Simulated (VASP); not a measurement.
An input for Quantum ESPRESSO's pw.x (written as the equivalent of a VASP run, and not itself run):

```
&CONTROL
  calculation = 'scf'
  pseudo_dir = './pseudo'
  outdir = './out'
  tprnfor = .true.
  tstress = .true.
/
&SYSTEM
  ibrav = 0
  nat = 3
  ntyp = 2
  ecutwfc = 84
  occupations = 'smearing'
  smearing = 'gaussian'
  degauss = 0.003675
  input_dft = 'pbe'
/
&ELECTRONS
  conv_thr = 7.3e-09
  electron_maxstep = 100
/
ATOMIC_SPECIES
  Ba 137.327 Ba.upf
  F 18.998 F.upf
CELL_PARAMETERS angstrom
     0.0000000    3.1913817    3.1913817
     3.1913817    0.0000000    3.1913817
     3.1913817    3.1913817    0.0000000
ATOMIC_POSITIONS crystal
  Ba   0.0000000  0.0000000  0.0000000
  F    0.2500000  0.2500000  0.2500000
  F    0.7500000  0.7500000  0.7500000
K_POINTS automatic
  6 6 6 0 0 0
```

Task: Write the VASP files for the same calculation (PBE).

Result: One answer among several that fit: 
**KPOINTS**
```
Automatic mesh
0
Gamma
6 6 6
0 0 0
```

POSCAR:
```
BaF2
1
    0.0000000000     3.1913816577     3.1913816577
    3.1913816577     0.0000000000     3.1913816577
    3.1913816577     3.1913816577     0.0000000000
Ba F
1 2
Direct
  0.0000000000   0.0000000000   0.0000000000
  0.2500000000   0.2500000000   0.2500000000
  0.7500000000   0.7500000000   0.7500000000
```

**INCAR**
```
ALGO = Normal
EDIFF = 1E-7
ENCUT = 600
GGA = PE
ISIF = 2
ISMEAR = 0
LASPH = .TRUE.
LCHARG = .FALSE.
LMAXMIX = 4
LREAL = .FALSE.
LWAVE = .FALSE.
NELM = 100
PREC = Accurate
SIGMA = 0.05
SYSTEM = BaF2
```

POTCAR, in this order: Ba_sv F (PBE.64 set). Program: vasp_std.

Limits of the translation: the potentials are each code's own (VASP's PAW set, PseudoDojo norm-conserving files in pw.x), so ENCUT and ecutwfc are chosen apart and not converted; conv_thr bounds pw.x's estimated SCF error, while EDIFF bounds the energy change between steps.

The compound is BaF2 in the fluorite structure. This cell was strained or had an atom moved on purpose.
